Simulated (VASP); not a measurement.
Consider the following.

```yaml
crystal:
  lattice:
    - [3.98377, 0.00000, 0.00000]
    - [0.00000, 3.98377, 0.00000]
    - [0.00000, 0.00000, 3.98377]
  atoms:
    - { symbol: Ba, position: [0.00000, 0.00000, 0.00000] }
    - { symbol: Ti, position: [0.50000, 0.50000, 0.50000] }
    - { symbol: O, position: [0.50000, 0.00000, 0.50000] }
    - { symbol: O, position: [0.00000, 0.50000, 0.50000] }
    - { symbol: O, position: [0.50000, 0.50000, 0.00000] }
```

The numbers are results of PBEsol GGA, VASP's PBE PAW potentials (set 64) (plane waves; VASP), not measurements. Numerical set-up: 520 eV cut-off, 6×6×6 Γ-centred mesh, tetrahedra with Blöchl corrections, potentials Ba_sv Ti_sv O.

The cores are frozen, which limits the accuracy of field gradients.

Give the principal components of the electric field gradient (V/Å²) and the asymmetry η at each nucleus.

```csv
atom,Vxx,Vyy,Vzz,η
Ba1,0.0,0.0,0.0,-
Ti2,0.0,0.0,0.0,-
O3,-10.8,-10.8,21.5,0.00
O4,-10.8,-10.8,21.5,0.00
O5,-10.8,-10.8,21.5,0.00
```

The compound is BaTiO3 in the cubic perovskite structure, the ideal cubic form; the compound distorts at low or room temperature. It was relaxed first.
